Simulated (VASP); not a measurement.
Consider the following.

```
InSb
1.0
    0.00000     3.27123     3.27123
    3.27123     0.00000     3.27123
    3.27123     3.27123     0.00000
In Sb
1 1
Direct
  0.00000   0.00000   0.00000
  0.25000   0.25000   0.25000
```

The numbers are results of PBE GGA with D3 dispersion (Becke-Johnson damping), VASP's PBE PAW potentials (set 64) (plane waves; VASP), not measurements. Settings: 520 eV cut-off, Gaussian smearing of 0.050 eV, potentials In_d Sb.

Q: Give the energies of bands 7 to 12 at the high-symmetry points, in eV from the Fermi level.

A: 
```csv
band,Γ,X,U,L,W
7,-0.36,-5.79,-5.66,-5.48,-5.69
8,0.00,-2.17,-2.99,-0.96,-2.74
9,0.00,-2.17,-1.83,-0.96,-2.61
10,0.00,1.35,1.63,0.49,3.40
11,2.96,1.40,3.65,3.81,3.98
12,2.96,7.98,6.16,3.81,4.17
```

It has no gap at this level: it comes out as a metal or semimetal.

The compound is InSb in the zinc blende structure. It was relaxed first.
